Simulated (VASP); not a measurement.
All values below come from optB88-vdW, VASP's PBE PAW potentials (set 64) (plane waves; VASP).

A VASP calculation is set up with these files.

File POSCAR:
```
PbS
1
    0.0000000000     2.9946209931     2.9946209931
    2.9946209931     0.0000000000     2.9946209931
    2.9946209931     2.9946209931     0.0000000000
Pb S
1 1
Direct
  0.0000000000   0.0000000000   0.0000000000
  0.5000000000   0.5000000000   0.5000000000
```

INCAR:
```
# general
SYSTEM   = PbS
PREC     = Accurate
ENCUT    = 520
LREAL    = .False.
LASPH    = .True.
ICHARG   = 11

# electronic loop
EDIFF    = 1E-7
NELM     = 100
ALGO     = Normal
LMAXMIX  = 4

# smearing
ISMEAR   = 0
SIGMA    = 0.05

# functional
GGA      = BO
LUSE_VDW = .True.
AGGAC    = 0.0
PARAM1   = 0.1833333333
PARAM2   = 0.22

# output
LWAVE    = .False.
LCHARG   = .False.
LORBIT   = 11
```

### KPOINTS
```
k-points along high-symmetry lines
15
Line-mode
Reciprocal
  0.000000   0.000000   0.000000 ! GAMMA
  0.500000   0.000000   0.500000 ! X

  0.500000   0.000000   0.500000 ! X
  0.625000   0.250000   0.625000 ! U

  0.375000   0.375000   0.750000 ! K
  0.000000   0.000000   0.000000 ! GAMMA

  0.000000   0.000000   0.000000 ! GAMMA
  0.500000   0.500000   0.500000 ! L

  0.500000   0.500000   0.500000 ! L
  0.500000   0.250000   0.750000 ! W

  0.500000   0.250000   0.750000 ! W
  0.500000   0.000000   0.500000 ! X
```

POTCAR, in this order: Pb_d S (PBE.64 set). Program: vasp_std. Read from the step before: CHGCAR.

The resulting files:

**OSZICAR**
```
       N       E                     dE             d eps       ncg     rms          rms(c)
DAV:   1     0.164012148274E+03    0.16401E+03   -0.99204E+03  2526   0.149E+03
DAV:   2     0.816164216339E+01   -0.15585E+03   -0.15232E+03  2712   0.360E+02
DAV:   3    -0.443590986563E+01   -0.12598E+02   -0.12260E+02  3336   0.105E+02
DAV:   4    -0.476707313186E+01   -0.33116E+00   -0.33098E+00  2792   0.199E+01
DAV:   5    -0.477962464725E+01   -0.12552E-01   -0.12551E-01  3560   0.384E+00
DAV:   6    -0.478021261196E+01   -0.58796E-03   -0.58796E-03  3368   0.695E-01
DAV:   7    -0.478021716620E+01   -0.45542E-05   -0.45543E-05  3634   0.613E-02
DAV:   8    -0.478021724028E+01   -0.74082E-07   -0.74063E-07  3132   0.817E-03
   1 F= -.47802172E+01 E0= -.47802172E+01  d E =-.175525E-11
```

File OUTCAR:
```
 val. band max:        5.2411535705   @ k =   0.5000   0.5000   0.5000

 cond. band min:       5.7417287573   @ k =   0.5000   0.5000   0.5000



 k-point     1 :       0.0000    0.0000    0.0000
  band No.  band energies     occupation
      1     -11.4801      2.00000
      2     -11.4801      2.00000
      3     -11.4801      2.00000
      4     -11.4652      2.00000
      5     -11.4652      2.00000
      6      -8.0196      2.00000
      7      -0.8878      2.00000
      8       3.2975      2.00000
      9       3.2975      2.00000
     10       3.2975      2.00000
     11      10.3164      0.00000
     12      10.3164      0.00000
     13      10.3164      0.00000
     14      12.1963      0.00000

 k-point     2 :       0.0357    0.0000    0.0357
  band No.  band energies     occupation
      1     -11.4804      2.00000
      2     -11.4794      2.00000
      3     -11.4794      2.00000
      4     -11.4659      2.00000
      5     -11.4649      2.00000
      6      -8.0055      2.00000
      7      -0.9340      2.00000
      8       3.2810      2.00000
      9       3.2810      2.00000
     10       3.3731      2.00000
     11      10.0475      0.00000
     12      10.2769      0.00000
     13      10.2769      0.00000
     14      12.0806      0.00000

 k-point     3 :       0.0714    0.0000    0.0714
  band No.  band energies     occupation
      1     -11.4812      2.00000
      2     -11.4775      2.00000
      3     -11.4775      2.00000
      4     -11.4683      2.00000
      5     -11.4640      2.00000
      6      -7.9633      2.00000
      7      -1.0604      2.00000
      8       3.2327      2.00000
      9       3.2327      2.00000
     10       3.5814      2.00000
     11       9.4143      0.00000
     12      10.1864      0.00000
     13      10.1864      0.00000
     14      11.8063      0.00000

 k-point     4 :       0.1071    0.0000    0.1071
  band No.  band energies     occupation
      1     -11.4825      2.00000
...
```

The density is held fixed in this step, so its total energy and stress have no physical meaning. Unless said otherwise, spin-orbit coupling is left out, though it shifts the bands of the heavy elements here.

The compound is PbS in the rock salt structure. It was relaxed first.
